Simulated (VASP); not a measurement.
Wanted: the native input for a VASP 6.6.1 run.

- Task: single point
- Functional: PBE
- Dispersion: D3(BJ)
- Potentials or basis: VASP PAW PBE potentials, release 64 (Sn_d, Se)
- Cutoff: 520 eV
- k mesh: 15 × 15 × 8
- Occupations: fermi-dirac, width 0.1 eV
- Spin: no spin polarisation
- Dipole correction: no
- Further INCAR settings: ALGO = Fast; EDIFF = 1e-06; NBANDS = 20

The structure of SnSe2 lies in POSCAR:

```
SnSe2
1.0
    3.7304443874      0.0000000000      0.0000000000
   -1.8652221937      3.2306596069      0.0000000000
    0.0000000000      0.0000000000      5.3465778776
Sn Se
1 2
Direct
    0.0000000000      0.0000000000      0.0000000000
    0.3333333333      0.6666666667      0.2972514773
    0.6666666667      0.3333333333      0.7027485227
```

One way to write it, as run:

INCAR

```
SYSTEM = SnSe2
  PREC = Accurate
  ENCUT = 520
  EDIFF = 1E-6
  ISMEAR = -1
  SIGMA = 0.1
  LREAL = .FALSE.
  LASPH = .TRUE.
  NELM = 100
  ALGO = Fast
  ISIF = 2
  LWAVE = .FALSE.
  LCHARG = .FALSE.
  GGA = PE
  IVDW = 12
  NBANDS = 20
```

KPOINTS

```
Automatic mesh
0
G
  15 15 8
  0 0 0
```

Potentials or basis: VASP PAW PBE potentials, release 64 (Sn_d, Se).

Run with:

```sh
$ cat potpaw_PBE.64/Sn_d/POTCAR potpaw_PBE.64/Se/POTCAR > POTCAR
$ mpirun -np 1 vasp_std > vasp.out
```

It gave:

```json
{
  "Pressure": "10.1 GPa",
  "Largest force": "0.020 eV/Å",
  "Band gap on the k mesh": "none (metal or under the smearing width)",
  "Dispersion energy per atom": "-0.437 eV"
}
```

Caveat: pairwise dispersion overbinds metals, which lowers pressure and volume.

It took 91 s on 1 thread of Intel(R) Xeon(R) 6975P-C (Granite Rapids), with other jobs on the host, peak memory 0.36 GiB.
